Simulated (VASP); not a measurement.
The system is Ge.

```
Ge
1.0
     0.00000    2.83700    2.83700
     2.83700    0.00000    2.83700
     2.83700    2.83700    0.00000
Ge
2
Direct
  0.00000 0.00000 0.00000
  0.25000 0.25000 0.25000
```

Program: VASP 6.6.1. Alike in all runs: potentials or basis VASP PAW PBE potentials, release 64 (Ge_d); no spin polarisation; cell as given; k mesh 10 × 10 × 10; cutoff (eV) 520; smearing gaussian 0.03 eV.

Q: Order these runs on this cell by their band gap on the k mesh, lowest first.
A. level TB-mBJ
B. level r2SCAN
C. level PBE

A: C (metal), B (0.32 eV), A (0.68 eV).

Caveats: this crystal is a semiconductor, whose small gap the functional closes, so the metal is an error of the method (some runs).

